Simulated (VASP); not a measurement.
# Y: surface energy and work function by face, part 5 of 5

How do surface energy, work function and relaxation of Y depend on the face?

VASP 6.6.1; PBEsol; plane waves and PAW (Y_sv).

So far. Step 5 (Vacuum level and density of states, 8 atoms, face …): The vacuum level lies 3.28 eV above the Fermi level at the upper face; both faces agree, as the slab has next to no dipole. Step 6 (Relaxing the slab, 12 atoms, face Y(10-10)): The run ended after 10 ionic steps, 0.075 eV below its first step, once the forces on the free atoms met EDIFFG = -0.03.

## Step 7: Potential and states of the slab, 12 atoms, face Y(10-10)

Input file INCAR:

```
SYSTEM = Y
PREC = Normal
ENCUT = 320
EDIFF = 1E-06
NELM = 120
ISMEAR = 1
SIGMA = 0.15
LREAL = .FALSE.
ALGO = Fast
GGA = PS
NBANDS = 81
LASPH = .TRUE.
LORBIT = 11
LWAVE = .FALSE.
LCHARG = .TRUE.
KPAR = 4
IDIPOL = 3
LDIPOL = .TRUE.
DIPOL = 0.5 0.5 0.5
LVHAR = .TRUE.
LVACPOTAV = .TRUE.
NEDOS = 1500
```

Input file POSCAR:

```
Y
1.0
    3.5948180247      0.0000000000      0.0000000000
    0.0000000000      5.5878073438      0.0000000000
    0.0000000000      0.0000000000     31.6037532340
Y
12
Direct
    0.0000000000      0.0000000000      0.2388828776
    0.5000000000      0.0000000000      0.3333812140
    0.5000000000      0.5000000000      0.2730042062
    0.0000000000      0.0000000000      0.4342187797
    0.0000000000      0.5000000000      0.3675277450
    0.5000000000      0.0000000000      0.5326798428
    0.5000000000      0.5000000000      0.4673201572
    0.0000000000      0.0000000000      0.6324722550
    0.0000000000      0.5000000000      0.5657812203
    0.5000000000      0.0000000000      0.7269957938
    0.5000000000      0.5000000000      0.6666187860
    0.0000000000      0.5000000000      0.7611171224
```

Input file KPOINTS:

```
Automatic mesh
0
Gamma
8 6 1
0 0 0
```

The projector-augmented-wave data sets are Y_sv (PBE family, release 64).

On the command line:

```bash
> mpirun -np 4 vasp_std
```

The log of the run:

```text
[... set-up lines as in an earlier step ...]
 entering main loop
       N       E                     dE             d eps       ncg     rms          rms(c)
DAV:   1     0.656216509243E+03    0.65622E+03   -0.53246E+04  4120   0.106E+03
DAV:   2     0.138697239889E+02   -0.64235E+03   -0.61959E+03  3600   0.309E+02
DAV:   3    -0.690514684316E+02   -0.82921E+02   -0.80432E+02  5157   0.596E+01
DAV:   4    -0.840841670116E+02   -0.15033E+02   -0.14867E+02  5632   0.247E+01
DAV:   5    -0.858343072309E+02   -0.17501E+01   -0.17458E+01  4888   0.723E+00    0.918E+01
RMM:   6    -0.120095820100E+03   -0.34262E+02   -0.12551E+02  4543   0.131E+01    0.790E+01
RMM:   7    -0.133039547658E+03   -0.12944E+02   -0.77537E+01  4645   0.121E+01    0.958E+01
RMM:   8    -0.820587176353E+02    0.50981E+02   -0.95086E+00  4527   0.606E+00    0.350E+01
RMM:   9    -0.797577564786E+02    0.23010E+01   -0.69672E+00  4838   0.427E+00    0.121E+01
RMM:  10    -0.793967385211E+02    0.36102E+00   -0.13268E+00  4845   0.193E+00    0.137E+01
RMM:  11    -0.793337459028E+02    0.62993E-01   -0.45507E-01  5044   0.107E+00    0.112E+01
RMM:  12    -0.792375306002E+02    0.96215E-01   -0.39947E-01  4829   0.102E+00    0.876E+00
RMM:  13    -0.792777021197E+02   -0.40172E-01   -0.57559E-01  4694   0.110E+00    0.788E+00
RMM:  14    -0.791593062947E+02    0.11840E+00   -0.14158E-01  5059   0.579E-01    0.446E+00
RMM:  15    -0.791315519978E+02    0.27754E-01   -0.11855E-01  4752   0.556E-01    0.278E+00
RMM:  16    -0.791239949932E+02    0.75570E-02   -0.51374E-02  4935   0.383E-01    0.101E+00
RMM:  17    -0.791217874504E+02    0.22075E-02   -0.18249E-02  5497   0.189E-01    0.466E-01
RMM:  18    -0.791229206373E+02   -0.11332E-02   -0.13921E-02  5626   0.132E-01    0.342E-01
RMM:  19    -0.791240443166E+02   -0.11237E-02   -0.69682E-03  5470   0.907E-02    0.453E-01
RMM:  20    -0.791247928011E+02   -0.74848E-03   -0.12174E-02  5026   0.111E-01    0.529E-01
RMM:  21    -0.791248997244E+02   -0.10692E-03   -0.45984E-03  5495   0.671E-02    0.466E-01
RMM:  22    -0.791248233730E+02    0.76351E-04   -0.35864E-03  5508   0.461E-02    0.216E-01
RMM:  23    -0.791249267285E+02   -0.10336E-03   -0.20808E-03  5579   0.360E-02    0.478E-02
RMM:  24    -0.791251345071E+02   -0.20778E-03   -0.17464E-03  5314   0.302E-02    0.141E-01
RMM:  25    -0.791252102618E+02   -0.75755E-04   -0.11235E-03  5128   0.208E-02    0.569E-02
RMM:  26    -0.791253407707E+02   -0.13051E-03   -0.91358E-04  4825   0.164E-02    0.718E-02
RMM:  27    -0.791254259050E+02   -0.85134E-04   -0.69468E-04  4439   0.129E-02    0.159E-02
RMM:  28    -0.791255096407E+02   -0.83736E-04   -0.55273E-04  3853   0.101E-02    0.131E-02
WARNING in EDDRMM: call to ZHEGV failed, returncode =   6  3     22
RMM:  29    -0.791255751465E+02   -0.65506E-04   -0.43115E-04  3469   0.809E-03    0.228E-02
RMM:  30    -0.791256312991E+02   -0.56153E-04   -0.33835E-04  3451   0.703E-03    0.160E-02
RMM:  31    -0.791256716744E+02   -0.40375E-04   -0.27029E-04  2953   0.556E-03    0.194E-02
WARNING in EDDRMM: call to ZHEGV failed, returncode =   8  4     57
RMM:  32    -0.791257035412E+02   -0.31867E-04   -0.21660E-04  3241   0.547E-03    0.458E-03
RMM:  33    -0.791257221993E+02   -0.18658E-04   -0.17471E-04  2438   0.402E-03    0.505E-03
RMM:  34    -0.791257359449E+02   -0.13746E-04   -0.14240E-04  2108   0.341E-03    0.776E-03
RMM:  35    -0.791257481297E+02   -0.12185E-04   -0.11903E-04  2025   0.302E-03    0.933E-03
RMM:  36    -0.791257581687E+02   -0.10039E-04   -0.99269E-05  1887   0.274E-03    0.109E-02
RMM:  37    -0.791257664787E+02   -0.83100E-05   -0.82998E-05  1836   0.252E-03    0.122E-02
RMM:  38    -0.791257733877E+02   -0.69090E-05   -0.70331E-05  1696   0.231E-03    0.141E-02
WARNING in EDDRMM: call to ZHEGV failed, returncode =   8  4     68
RMM:  39    -0.791257793240E+02   -0.59364E-05   -0.59674E-05  1726   0.219E-03    0.152E-02
RMM:  40    -0.791257843577E+02   -0.50337E-05   -0.51193E-05  1622   0.203E-03    0.168E-02
RMM:  41    -0.791257886516E+02   -0.42938E-05   -0.43745E-05  1548   0.191E-03    0.182E-02
RMM:  42    -0.791257923565E+02   -0.37049E-05   -0.37879E-05  1553   0.184E-03    0.192E-02
RMM:  43    -0.791257955947E+02   -0.32382E-05   -0.32861E-05  1505   0.177E-03    0.202E-02
RMM:  44    -0.791257984074E+02   -0.28127E-05   -0.28701E-05  1435   0.168E-03    0.212E-02
RMM:  45    -0.791258008550E+02   -0.24476E-05   -0.25018E-05  1407   0.163E-03    0.222E-02
RMM:  46    -0.791258029900E+02   -0.21350E-05   -0.22037E-05  1423   0.159E-03    0.229E-02
RMM:  47    -0.791258048836E+02   -0.18935E-05   -0.19401E-05  1392   0.154E-03    0.237E-02
RMM:  48    -0.791258065561E+02   -0.16725E-05   -0.17104E-05  1339   0.148E-03    0.244E-02
RMM:  49    -0.791258080267E+02   -0.14706E-05   -0.15167E-05  1375   0.146E-03    0.250E-02
WARNING in EDDRMM: call to ZHEGV failed, returncode =   6  3     70
RMM:  50    -0.791258093378E+02   -0.13111E-05   -0.13417E-05  1297   0.141E-03    0.257E-02
RMM:  51    -0.791258104569E+02   -0.11191E-05   -0.11927E-05  1392   0.140E-03    0.262E-02
RMM:  52    -0.791258114767E+02   -0.10198E-05   -0.10594E-05  1340   0.137E-03    0.264E-02
RMM:  53    -0.791258123649E+02   -0.88824E-06   -0.94440E-06  1321   0.135E-03
 [... a notice as in an earlier step ...]

   1 F= -.79125812E+02 E0= -.79128378E+02  d E =0.769829E-02
```

The job ended after 3.2 min (4 MPI ranks of Intel Xeon 6975P-C (Granite Rapids), shared host; peak memory 1.9 GiB; 12 min of CPU time).

Parts of OUTCAR (step 7):

```text
   NELECT =     132.0000    total number of electrons

 dipolmoment           0.000000      0.000000      0.000000 electrons x Angstroem

 E-fermi :   0.5435

 k-point     1 :       0.0000    0.0000    0.0000
  band No.  band energies     occupation
    ...
     61      -0.2097      2.00000
     62       0.0563      2.00004
     63       0.4285      1.96179
     64       0.5228      1.23039
     65       0.5623      0.78975
     66       0.6217      0.23682
     67       0.9165     -0.00245
     68       0.9485     -0.00090
     69       1.2073     -0.00000
     70       1.4188     -0.00000
    ...

  Total       -1.3231514     -3.4118198     -1.1153697      0.0000000      0.0000000      0.0000000
  in kB       -3.3393590     -8.6107239     -2.8149612      0.0000000      0.0000000      0.0000000
  external PRESSURE =      -4.9216814 kB  Pullay stress =       0.0000000 kB

 POSITION                                       TOTAL-FORCE (eV/Angst)
 -----------------------------------------------------------------------------------
      0.00000      0.00000      7.54960         0.000000      0.000000      0.022172
      1.79741      0.00000     10.53610         0.000000      0.000000      0.014541
      1.79741      2.79390      8.62796         0.000000      0.000000      0.000336
      0.00000      0.00000     13.72294         0.000000      0.000000      0.008869
      0.00000      2.79390     11.61526         0.000000      0.000000      0.023253
      1.79741      0.00000     16.83468         0.000000      0.000000     -0.005608
      1.79741      2.79390     14.76907         0.000000      0.000000      0.005608
      0.00000      0.00000     19.98850         0.000000      0.000000     -0.023253
      0.00000      2.79390     17.88081         0.000000      0.000000     -0.008869
      1.79741      0.00000     22.97580         0.000000      0.000000     -0.000336
      1.79741      2.79390     21.06766         0.000000      0.000000     -0.014541
      0.00000      2.79390     24.05416         0.000000      0.000000     -0.022172
 -----------------------------------------------------------------------------------
    total drift:                                0.000000      0.000000      0.000000

  FREE ENERGIE OF THE ION-ELECTRON SYSTEM (eV)
  ---------------------------------------------------
  free  energy   TOTEN  =       -79.1258123649 eV

  energy  without entropy=      -79.1335106508  energy(sigma->0) =      -79.12837846

 vacuum level on the upper side and lower side of the slab         3.917         3.917

[... 8 parts as in an earlier step ...]

[... 9 further parts left out ...]
```

This step gave:

```
electronic cycles                          : 53
energy at zero smearing                    : -79.1284 eV
Fermi energy                               : 0.5435 eV
dipole moment                              : 0, 0, 0 e·Å
vacuum levels                              : 3.917, 3.917 eV
work functions of the upper and lower face : 3.373, 3.373 eV
```

The planar average of the electrostatic potential oscillates, so the rows of the table below give means over windows of 3.1 Å about each position, cut where the curve ends. Its maxima inside the range that stand out by 2 % of the span (Å: eV): 9.6: -1.38, 12.6: -0.690, 15.8: -0.799, 19.0: -0.690, 22.0: -1.38. Its minima: 8.0: -5.55, 11.1: -5.31, 14.2: -5.53, 17.4: -5.53, 20.5: -5.31, 23.6: -5.55.

Zero at the Fermi level. Table of planar average of the electrostatic potential by height; means over each step:

```tsv
height (Å)	planar average of the electrostatic potential (eV)
1.55	3.38
4.65	3.11
7.75	-2.89
10.85	-3.16
13.95	-3.11
17.05	-3.13
20.15	-3.04
23.25	-3.30
26.35	2.57
29.45	3.37
```

Density of states in the PAW spheres, an atom over height of the layer and energy from the Fermi level.

Values in states/eV, 22 rows by 12 columns, each cell a mean:
```
0.99 0.88 0.70 0.66 0.78 0.78 0.78 0.78 0.66 0.70 0.88 0.99
1.40 1.16 1.05 1.13 1.29 1.22 1.22 1.29 1.13 1.05 1.16 1.40
0.80 0.91 0.90 0.91 0.81 0.82 0.82 0.81 0.91 0.90 0.91 0.80
0.60 0.70 0.72 0.72 0.71 0.71 0.71 0.71 0.72 0.72 0.70 0.60
0.55 0.63 0.63 0.60 0.59 0.62 0.62 0.59 0.60 0.63 0.63 0.55
0.40 0.46 0.54 0.52 0.51 0.50 0.50 0.51 0.52 0.54 0.46 0.40
0.26 0.28 0.33 0.33 0.34 0.34 0.34 0.34 0.33 0.33 0.28 0.26
0.18 0.19 0.21 0.22 0.22 0.22 0.22 0.22 0.22 0.21 0.19 0.18
0.12 0.12 0.13 0.12 0.13 0.13 0.13 0.13 0.12 0.13 0.12 0.12
0.08 0.09 0.09 0.08 0.09 0.09 0.09 0.09 0.08 0.09 0.09 0.08
0.06 0.07 0.08 0.07 0.07 0.08 0.08 0.07 0.07 0.08 0.07 0.06
0.03 0.04 0.05 0.05 0.04 0.04 0.04 0.04 0.05 0.05 0.04 0.03
0.01 0.02 0.03 0.03 0.03 0.03 0.03 0.03 0.03 0.03 0.02 0.01
0.00 0.00 0.01 0.01 0.01 0.01 0.01 0.01 0.01 0.01 0.00 0.00
0.00 0.00 0.00 0.00 0.00 0.00 0.00 0.00 0.00 0.00 0.00 0.00
0.00 0.00 0.00 0.00 0.00 0.00 0.00 0.00 0.00 0.00 0.00 0.00
0.00 0.00 0.00 0.00 0.00 0.00 0.00 0.00 0.00 0.00 0.00 0.00
0.00 0.00 0.00 0.00 0.00 0.00 0.00 0.00 0.00 0.00 0.00 0.00
0.00 0.00 0.00 0.00 0.00 0.00 0.00 0.00 0.00 0.00 0.00 0.00
0.00 0.00 0.00 0.00 0.00 0.00 0.00 0.00 0.00 0.00 0.00 0.00
0.00 0.00 0.00 0.00 0.00 0.00 0.00 0.00 0.00 0.00 0.00 0.00
0.00 0.00 0.00 0.00 0.00 0.00 0.00 0.00 0.00 0.00 0.00 0.00
```
Columns: height of the layer (Å) from 7.5 to 24.1 (not evenly spaced); rows upwards: energy from the Fermi level (eV) from -7.9 to 0.5.

Valence density in the ca plane at fractional y = 0.000, with atoms of Y within 0.2 Å of it. It is the smooth field of the valence electrons, not physical close to the nuclei.

Ten even steps from '0' (0.0 e/Å³) to '9' (5.1 e/Å³), each cell a mean:
```
26862000000000000268630000000000000000000000
12321000000000000023210000000000000000000000
00000000013310000000000000233100000000000000
00000000147741000000000001587300000000000000
00000000159951000000000002698410000000000000
00000000135530000000000001355200000000000000
01110000001100000011100000111000000000000000
14641000000000000146420000000000000000000000
37973000000000000279730000000000000000000000
```
Columns run along c (16.0 Å, from fractional 0.41 to 0.92 of the cell), rows up along a (3.6 Å). Atoms in or near the plane, at fractional coordinates: Y at (0.43, 0.00), Y at (0.53, 0.50), Y at (0.63, 0.00), Y at (0.73, 0.50).

The map of layer states is cut here 0.5 eV above the Fermi level, so it leaves out the states above that.

The vacuum level lies 3.37 eV above the Fermi level at the upper face; both faces agree, as the slab has next to no dipole.

The program found no field-free point at its default tolerance, but its printed level agrees with the flat part of the planar average.

On this mesh the fine structure of the density of states is sampling noise, and high empty states may be cut by the number of bands.

## Step 8: The faces side by side

This step: surfaces of a metal, PBEsol; plane waves and PAW (VASP 6.6.1).

This step runs nothing: it gathers the runs above.

Symmetric slabs, all atoms free. All faces:

```tsv
face	layers	area a surface atom (Å²)	work function (eV)	surface energy as cut (J/m²)	surface energy relaxed (J/m²)	change of the top spacing (%)
Y(0001)	8	11.19	3.28	1.11	1.104	-2.03
Y(10-10)	12	20.09	3.373	1.098	1.068	3.92
```

Each surface energy is the slab's energy less its number of atoms times the bulk energy of -6.8172 eV, over twice the cell's area.

## Step 9: Outcome

```yaml
y_0001: 1.10 J/m², 3.28 eV
y_10_10: 1.07 J/m², 3.37 eV
```

**Reading.** The cheapest face is Y(10-10) at 1.07 J/m², against 1.10 for Y(0001). The work functions are 3.37 eV for Y(10-10) and 3.28 eV for Y(0001). The densest face does not have the highest work function here, against the usual rule. The two cheapest faces differ by under 4 %, which one mesh and one thickness don't resolve. The top spacing changes by -2.0 % on Y(0001) and +3.9 % on Y(10-10). Of the two ends of the prism face, the one with the short outer spacing was run. One thickness was run for each face, and bulk and slab meshes don't match, which leaves some hundredths of a J/m². The cells are 1 × 1 and can't reconstruct.

[Lines on the potential files, build, host, timing and source positions are cut from VASP's logs without a mark.]

[Logs are printed without paths, hosts, clocks, repeated set-up lines and the standing remarks that a program may print on its own settings, such as how far it seeks lower states.]

[Hosts, paths, dates, database ids (printed as entryN), source tags and the programs' standing remarks are cut or masked in the printed files.]

[Runs that stopped without an error message from VASP are left out.]
